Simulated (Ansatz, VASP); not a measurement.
## Na2B: VASP beside Ansatz

One calculation is typed for both programs; each brings its own data sets and cutoff. How far apart do they land? The cell is generated by rule, not measured, and may not be a known phase. The cell is taken from a series of VASP runs on this material, whose earlier steps may have relaxed, scaled or displaced it; both programs get it as it stands.

Method: plane waves, with VASP 6.6.1 beside it; single point at PBEsol, in Ansatz 0.2.0.

### Step 1. The starting structure

It takes space group P4/mmm (No. 123, tetragonal). The conventional cell has a = 5.150 Å, b = 5.150 Å, c = 2.389 Å, α = 90.00°, β = 90.00°, γ = 90.00°. Na has 2 Na at 2.39 Å and 2 B at 2.57 Å nearest. Nearest to B lie 2 B at 2.39 Å and 4 Na at 2.57 Å. Farther neighbours are not listed.

Structure file:

```
Na B
1.0
     5.14973    0.00000    0.00000
     0.00000    5.14973    0.00000
     0.00000    0.00000    2.38899
Na B
2 1
Direct
  0.00000 0.50000 0.50000
  0.50000 0.00000 0.50000
  0.00000 0.00000 0.50000
```

### Step 2. VASP: single point, PBEsol

A single point gives forces, pressure and levels at one fixed geometry, so differences don't come from the geometry; what else differs is listed under the comparison.

Lines of VASP's logs that name or quote its potential files are left out, and so is its time.

File INCAR:

```
SYSTEM = Na2B
PREC = Accurate
ENCUT = 420
EDIFF = 1E-06
NELM = 100
ISMEAR = -1
SIGMA = 0.05
LREAL = .FALSE.
ALGO = Normal
GGA = PS
NBANDS = 14
LORBIT = 11
LWAVE = .FALSE.
LCHARG = .TRUE.
ISIF = 2
LELF = .TRUE.
LVHAR = .TRUE.
```

File POSCAR:

```
Na2B
1.0
    5.1497331615      0.0000000000      0.0000000000
    0.0000000000      5.1497331615      0.0000000000
    0.0000000000      0.0000000000      2.3889927888
Na B
2 1
Direct
    0.0000000000      0.5000000000      0.5000000000
    0.5000000000      0.0000000000      0.5000000000
    0.0000000000      0.0000000000      0.5000000000
```

File KPOINTS:

```
Automatic mesh
0
Gamma
5 5 11
0 0 0
```

Potentials, in the order of the species: Na_pv and B (PBE family, release 64).

Started as:

```console
$ mpirun -np 1 vasp_std
```

Numbers of over 12 decimals in the logs are rounded to 6 here.

What it wrote:

```text
[banner, memory and clock lines left out]
running    1 mpi-ranks, on    1 nodes
 distrk:  each k-point on    1 cores,    1 groups
 distr:  one band on    1 cores,    1 groups

 POSCAR found type information on POSCAR NaB
 POSCAR found :  2 types and       3 ions
|                                                                             |
|               ----> ADVICE to this user running VASP <----                  |
|                                                                             |
|     You enforced a specific xc type in the INCAR file but a different       |
|     [... a line on the potential file left out ...]
|     I HOPE YOU KNOW WHAT YOU ARE DOING!                                     |
|                                                                             |

 LDA part: xc-table for (Slater+PW92), standard interpolation
 POSCAR, INCAR and KPOINTS ok, starting setup
 FFT: planning ... GRIDC
 FFT: planning ... GRID_SOFT
 FFT: planning ... GRID
 WAVECAR not read
 entering main loop
       N       E                     dE             d eps       ncg     rms          rms(c)
DAV:   1     0.108792866042E+03    0.10879E+03   -0.80790E+03  1008   0.105E+03
DAV:   2    -0.149990377867E+01   -0.11029E+03   -0.10738E+03  1092   0.301E+02
DAV:   3    -0.715216554053E+01   -0.56523E+01   -0.55925E+01  1266   0.768E+01
DAV:   4    -0.723116572116E+01   -0.79000E-01   -0.78924E-01  1140   0.998E+00
DAV:   5    -0.723260255779E+01   -0.14368E-02   -0.14367E-02  1306   0.134E+00    0.279E+00
DAV:   6    -0.636253611503E+01    0.87007E+00   -0.12366E+00  1438   0.625E+00    0.949E-01
DAV:   7    -0.632715813752E+01    0.35378E-01   -0.15346E-01  1128   0.190E+00    0.604E-01
DAV:   8    -0.631819249951E+01    0.89656E-02   -0.25463E-02  1044   0.998E-01    0.149E-01
DAV:   9    -0.631594248620E+01    0.22500E-02   -0.40421E-03  1292   0.378E-01    0.549E-02
DAV:  10    -0.631602711271E+01   -0.84627E-04   -0.12878E-03  1114   0.168E-01    0.429E-02
DAV:  11    -0.631592406628E+01    0.10305E-03   -0.31234E-04  1164   0.988E-02    0.202E-03
DAV:  12    -0.631592575816E+01   -0.16919E-05   -0.17610E-05  1072   0.185E-02    0.181E-03
DAV:  13    -0.631592569661E+01    0.61546E-07   -0.41926E-07   864   0.318E-03
   1 F= -.63159257E+01 E0= -.63109355E+01  d E =-.998047E-02
```

Parts of OUTCAR (step 2):

```text
ion  position               nearest neighbor table
   1  0.000  0.500  0.500-
   2  0.500  0.000  0.500-
   3  0.000  0.000  0.500-

  LATTYP: Found a simple tetragonal cell.
 ALAT       =     5.1497331615
 C/A-ratio  =     0.4639061314

 Subroutine GETGRP returns: Found 16 space group operations
 (whereof 16 operations were pure point group operations)

The static configuration has the point symmetry D_4h.

 Found     36 irreducible k-points:

   k-points           NKPTS =     36   k-points in BZ     NKDIM =     36   number of bands    NBANDS=     14

   dimension x,y,z NGX =    36 NGY =   36 NGZ =   16
   dimension x,y,z NGXF=    72 NGYF=   72 NGZF=   32

   ENCUT  =  420.0 eV  30.87 Ry    5.56 a.u.   8.61  8.61  3.99*2*pi/ulx,y,z

   NELECT =      17.0000    total number of electrons

 k-points in reciprocal lattice and weights: Automatic mesh
   0.00000000  0.00000000  0.00000000       0.004
   0.20000000  0.00000000  0.00000000       0.015
   0.40000000  0.00000000  0.00000000       0.015
   0.20000000  0.20000000  0.00000000       0.015
   0.40000000  0.20000000  0.00000000       0.029
   0.40000000  0.40000000  0.00000000       0.015
   0.00000000  0.00000000  0.09090909       0.007
   0.20000000  0.00000000  0.09090909       0.029
   0.40000000  0.00000000  0.09090909       0.029
[...]
0.40000000  0.20000000  0.45454545       0.058
   0.40000000  0.40000000  0.45454545       0.029

 average (electrostatic) potential at core
       1 -49.0401       2 -49.0401       3 -31.9741

 E-fermi :   1.6401

 k-point     1 :       0.0000    0.0000    0.0000
  band No.  band energies     occupation
    ...
      6     -23.1267      2.00000
      7      -6.1449      2.00000
      8       0.0566      2.00000
      9       0.0566      2.00000
     10       0.6843      2.00000
     11       4.5655      0.00000
     12       6.5399      0.00000
     13       6.5399      0.00000
     14       7.2581      0.00000

 k-point     2 :       0.2000    0.0000    0.0000
  band No.  band energies     occupation
    ...
      6     -23.1268      2.00000
      7      -6.0626      2.00000
      8      -0.7894      2.00000
      9       0.1140      2.00000
     10       1.5151      1.84820
     11       4.6761      0.00000
     12       5.3810      0.00000
     13       6.1523      0.00000
     14       8.8679      0.00000

 k-point     3 :       0.4000    0.0000    0.0000
  band No.  band energies     occupation
    ...
      5     -23.1276      2.00000
      6     -23.1271      2.00000
      7      -5.9151      2.00000
      8      -1.5173      2.00000
      9       0.2160      2.00000
     10       2.5422      0.00000
     11       3.7089      0.00000
     12       4.5642      0.00000
     13       7.3837      0.00000
     14       9.8402      0.00000

  Total       -0.0090752     -0.0090752     -0.0093339      0.0000000     -0.0000000      0.0000000
  in kB       -0.2294988     -0.2294988     -0.2360431      0.0000000     -0.0000000      0.0000000
  external PRESSURE =      -0.2316803 kB  Pullay stress =       0.0000000 kB

  energy-cutoff  :      420.00
  volume of cell :       63.36
      direct lattice vectors                 reciprocal lattice vectors
     5.149733162  0.000000000  0.000000000     0.194184819  0.000000000  0.000000000
     0.000000000  5.149733162  0.000000000     0.000000000  0.194184819  0.000000000
     0.000000000  0.000000000  2.388992789     0.000000000  0.000000000  0.418586446

 POSITION                                       TOTAL-FORCE (eV/Angst)
 -----------------------------------------------------------------------------------
      0.00000      2.57487      1.19450         0.000000      0.000000      0.000000
      2.57487      0.00000      1.19450         0.000000      0.000000      0.000000
      0.00000      0.00000      1.19450         0.000000      0.000000      0.000000
 -----------------------------------------------------------------------------------
    total drift:                                0.000000      0.000000      0.000000

  FREE ENERGIE OF THE ION-ELECTRON SYSTEM (eV)
  ---------------------------------------------------
  free  energy   TOTEN  =        -6.3159256966 eV

  energy  without entropy=       -6.3059452253  energy(sigma->0) =       -6.31093546

 total charge
# of ion       s       p       d       tot
------------------------------------------
    1        0.110   5.997   0.000   6.107
    2        0.110   5.997   0.000   6.107
    3        0.761   0.697   0.000   1.458
--------------------------------------------------
tot          0.982  12.691   0.000  13.673

[... 3 further parts left out ...]
```

The run ends at a pressure of -0.02 GPa.

### Step 3. Ansatz: single point, PBEsol

Ansatz runs on its default PAW (the set named soft_2) files.

The same cell, functional, mesh and smearing now go to Ansatz, which takes its cutoff from its data sets.

File input.yaml:

```yaml
crystal:
  lattice:
    - [5.1497331615, 0.0, 0.0]
    - [0.0, 5.1497331615, 0.0]
    - [0.0, 0.0, 2.3889927888]
  atoms:
    - { symbol: Na, position: [0.0, 0.5, 0.5] }
    - { symbol: Na, position: [0.5, 0.0, 0.5] }
    - { symbol: B, position: [0.0, 0.0, 0.5] }
hamiltonian:
  xc: pbesol
  pseudopotentials: { kind: paw }
kpoints:
  mp_grid: { grid: [5, 5, 11] }
scf:
  occupations: { method: fermi_dirac, width: 0.05 }
  n_extra_bands: 4
output:
  forces: true
  stress: true
  eigenvalues: true
  write_density: true
  write_potential: true
  elf: true
  volumetric_format: npy
```

Started as:

```console
$ ansatz run input.yaml --threads 2 --pin off --max-ram 4608MiB --backend cpu --events-out ev --progress --plain --runs-dir out
```

What it wrote:

```text
scf.n_extra_bands = 4 over 11 filled bands (N_el = 21.0): the run solves 15 bands
Engine: ansatz 0.2.0, aarch64-unknown-linux-gnu
Pseudopotentials: kind: paw
Pseudopotential: Na, paw, valence charge 9, recommended cutoff 420 eV (normal), Na.paw.azcp
Pseudopotential: B, paw, valence charge 3, recommended cutoff 420 eV (normal), B.paw.azcp
Functional definition: PBEsol
  exchange = pbesol_x
  correlation = pbesol_c
Crystal: 3 atoms, lattice volume = 63.355 Å³
Basis set: ecut = 420 eV, 1239 PW (Γ), exchange–correlation on 72×72×32 points (8 copies of the dense FFT grid, shifted against one another)
Bands: 15, of which v1, the nominal top of the filled ones, is band 11 counted from 1 (10 counted from 0)
Symmetry: 16 space group operations
Space group: P4/mmm (ITA 123), of the structure as read, at distance tolerance 4.0e-5 Å
k-points: 36 of 275
Non-local potential: Na, projectors of the file, l = 0: 3, l = 1: 2, l = 2: 1
Non-local potential: B, projectors of the file, l = 0: 2, l = 1: 2, l = 2: 1
PAW form: soft (Blöchl's): semilocal exchange-correlation on the pseudo side does not see the compensation charge
PAW frozen core: Na, regenerated for the run's functional, and the local potential with it (the file was generated under x = pbe(κ = 0.804, μ = 0.219515), c = pbe(β = 0.066725))
PAW frozen core: B, regenerated for the run's functional, and the local potential with it (the file was generated under x = pbe(κ = 0.804, μ = 0.219515), c = pbe(β = 0.066725))
PAW one-centre angular grid: Na, 110 points (default); XC on 64 Gauss nodes
PAW one-centre angular grid: B, 110 points (default); XC on 64 Gauss nodes
Initial density: superposition of atomic densities (neutral atoms: chi_scale 0, normalization atom), corrected by the library's trained network
Initial wavefunctions: pseudopotential atomic-orbital guess
Functional: x = pbesol(κ = 0.804, μ = 0.123457), c = pbesol(β = 0.046)
SCF iter   1: F=—  HF=-3100.903384 eV  |F-HF|=—  |Δ(HF+E_count)|=         —  Δρ=5.08e-3  dr2=4.87e-2  ethr=1.77e-3  ⟨swp⟩=5.4  Hψ=2487  notcnv=0
preconditioner: auto → none  [metal: Δε(μ)=0.031 eV  Ē_g=6.585 eV  σ=0.050 eV  W_gap=0.15  n_scr=8 (ndim 8)  ℏωp=10.4 eV  f_vac=0.000  D(μ)=1.10/eV (n_scr^D=8)  sad-step TF]
SCF iter   2: F=—  HF=-3100.894705 eV  |F-HF|=—  |Δ(HF+E_count)|=   8.68e-3  Δρ=2.66e-3  dr2=1.72e-2  ethr=2.32e-4  ⟨swp⟩=1.6  Hψ=867  notcnv=0  defer=2
SCF iter   3: F=—  HF=-3100.891819 eV  |F-HF|=—  |Δ(HF+E_count)|=   2.89e-3  Δρ=8.61e-4  dr2=1.35e-3  ethr=8.18e-5  ⟨swp⟩=2.0  Hψ=775  notcnv=0  defer=3
SCF iter   4: F=—  HF=-3100.891501 eV  |F-HF|=—  |Δ(HF+E_count)|=   3.18e-4  Δρ=1.82e-4  dr2=1.84e-5  ethr=6.41e-6  ⟨swp⟩=1.8  Hψ=588  notcnv=0  defer=3
SCF iter   5: F=—  HF=-3100.891365 eV  |F-HF|=—  |Δ(HF+E_count)|=   1.35e-4  Δρ=3.42e-5  dr2=1.01e-6  ethr=8.77e-8  ⟨swp⟩=2.2  Hψ=855  notcnv=0  defer=6
SCF iter   6: F=-3100.891366 eV  HF=-3100.891366 eV  |F-HF|=5.66e-9  |Δ(HF+E_count)|=   6.17e-7  Δρ=4.48e-6  dr2=1.46e-8  ethr=4.76e-10  ⟨swp⟩=9.9  Hψ=3799  notcnv=0
SCF 1 converged in 6 iterations: F = -3100.891366 eV  dr2 = 1.46e-8
  Residual-converged pass: ⟨swp⟩=1.1  Hψ=686  notcnv=0  max |occ|·‖R‖ = 7.0e-9 eV (tolerance 1.0e-8 eV)  dr2=1.46e-8  dr2_onsite=1.51e-9  max |Δocc| = 2.4e-10
  greatest PAW one-centre occupation: 1.000 electrons in one spin orbital (limit 2), on the Na atom at site 1 (counted from 0), in its partial waves of l = 1
SCF converged after 6 iterations
Free energy (F): -3100.891366 eV
Harris-Foulkes:  -3100.891366 eV  (|F-HF|=5.66e-9)
Internal energy: -3100.881352 eV  (E = F + TS)
E sigma→0 (E₀):  -3100.886359 eV
Entropy (-TS):   -0.010015 eV (-3.338 meV/atom)
Fermi energy:    3.648045 eV
--- Per-component energies (eV) ---
  E_band       = -451.738256
  E_kinetic    = 279.592514
  E_local      = -2858.298041  (includes V_loc(G=0)·N_el)
  E_nonlocal   = 246.146122
  E_hartree    = 1046.719612
  E_xc         = -105.115885
  E_vxc        = -132.704661  (∫ρ·V_xc dr)
  E_paw        = -581.860267  (= ΣΔE_a)
  E_vpaw       = -79.912747  (= ΣTr[D̂ρ^β])
  E_aug_tail   = -0.000051  (compensation charges beyond the density's cutoff)
  E_ewald      = -1128.189454
  E_core_change = 0.124098  (= ΣΔE_core)
  E_smearing   = -0.010015  (= −TS)
  E_closure    = 0.000000  (closes the sum)
  Σ components = -3100.891366   (vs F -3100.891366, Δ=0.00e0)
--- Forces (eV/Å), atoms counted from 1 ---
  atom   1  Na     0.00000000    -0.00000000     0.00000000
  atom   2  Na     0.00000000    -0.00000000    -0.00000000
  atom   3  B     -0.00000000     0.00000000     0.00000000
  max |Σ_I F_I| component: 5.60e-29 eV/Å
--- Stress (GPa, compression-positive) ---
        0.111905       0.000000       0.000000
        0.000000       0.111905       0.000000
        0.000000       0.000000       0.131106
  P = ⅓ Tr σ = 0.1183 GPa (1.183 kbar)
--- Band table (eV; the first three rows and the last of 36) ---
  k-point 0: bands = [... 7 lower, -21.1216, -4.1302, 2.0641, 2.0641, 2.6982, 6.5819, 8.5491, 8.5491]
  k-point 1: bands = [... 7 lower, -21.1903, -3.9453, 2.2429, 2.2429, 2.9077, 6.8190, 8.7167, 8.7167]
  k-point 2: bands = [... 7 lower, -21.2957, -3.3944, 2.7735, 2.7735, 3.5313, 7.5085, 9.1884, 9.2057]
  k-point 35: bands = [... 7 lower, -21.1977, 0.5554, 2.3899, 5.2525, 5.2909, 7.8438, 8.6219, 8.8911]
```

It took 1.4 s on 2 threads of Arm Neoverse V1, shared host; peak memory 0.31 GiB; 2.6 s of CPU time.

The run ends at a pressure of 0.12 GPa.

### Step 4. Comparison

Known differences besides the potentials themselves: the data sets hold 21 valence electrons in Ansatz (default PAW (the set named soft_2) files) and 17 in VASP; Ansatz makes its cores anew for this functional, VASP keeps those of its PBE data sets; VASP leaves aspherical gradient terms in its spheres out (LASPH is not set), Ansatz keeps them. Total energies have different zeros and are not compared.

Both answers:

| quantity | Ansatz | VASP | difference |
| --- | --- | --- | --- |
| pressure (GPa) | 0.12 | -0.02 | +0.14 |

### Step 5. Summary of results

| Item | Value |
| --- | --- |
| difference in pressure (single point, PBEsol) | 0.14 GPa |

The difference in pressure is 0.14 GPa (single point, PBEsol), within the 1 GPa picked in this series as the mark of a large difference. Such differences can come from data sets, numerical settings and the points named under the comparisons, not from the functional's error against experiment.

[Lines on the potential files, build, host, timing and source positions are cut from VASP's logs without a mark.]

[Logs are printed without paths, hosts, clocks, repeated set-up lines and the standing remarks that a program may print on its own settings, such as how far it seeks lower states.]

[Hosts, paths, dates, database ids (printed as entryN), source tags and the programs' standing remarks are cut or masked in the printed files.]
